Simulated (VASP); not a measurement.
Input:

```
CELL_PARAMETERS angstrom
      4.04112     0.00000     0.00000
      0.00000     4.04112     0.00000
      0.00000     0.00000     4.04112
ATOMIC_POSITIONS crystal
  Sc 0.00000 0.00000 0.00000
  F  0.50000 0.00000 0.00000
  F  0.00000 0.50000 0.00000
  F  0.00000 0.00000 0.50000
```

Computed with r2SCAN meta-GGA, VASP's PBE PAW potentials (set 64) (plane waves; VASP). Run with 520 eV cut-off, 6×6×6 Γ-centred mesh, tetrahedra with Blöchl corrections, potentials Sc_sv F.

Estimate the energy per atom (σ→0), band gap (over mesh and band path) with the smallest direct gap where there is one.

The band gap (over mesh and band path) is 6.97 eV, the smallest direct gap (over mesh and band path) comes out as 7.49 eV and the energy per atom (σ→0) is -9.408 eV/atom.

Only differences to runs with the same potentials and settings are physical.

The structure comes from a measured ScF3 entry (Pm-3m) of the Crystallography Open Database, whose conditions weren't checked. It was relaxed first.
